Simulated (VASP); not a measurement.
Given:

```xyz
2
Lattice="0.0000 3.0551 3.0551 3.0551 0.0000 3.0551 3.0551 3.0551 0.0000" Properties=species:S:1:pos:R:3 pbc="T T T"
K      0.0000     0.0000     0.0000
H      1.5275     1.5275     1.5275
```

Computed with PBEsol GGA, VASP's PBE PAW potentials (set 64) (plane waves; VASP). Numerical set-up: 400 eV cut-off, 8×8×8 Γ-centred mesh, tetrahedra with Blöchl corrections, potentials K_sv H.

Problem. Estimate the energy per atom (σ→0), band gap (on the k-mesh) with the smallest direct gap where there is one.

Solution. 
| Item | Result |
|---|---|
| band gap (on the k-mesh) | 3.55 eV |
| smallest direct gap (on the k-mesh) | 3.64 eV |
| energy per atom (σ→0) | -225.2 kJ/mol of atoms |

The structure was generated: KH was put into the zinc blende type (F-43m), which need not be its known phase. It was relaxed first, which changed the volume by +45 %.
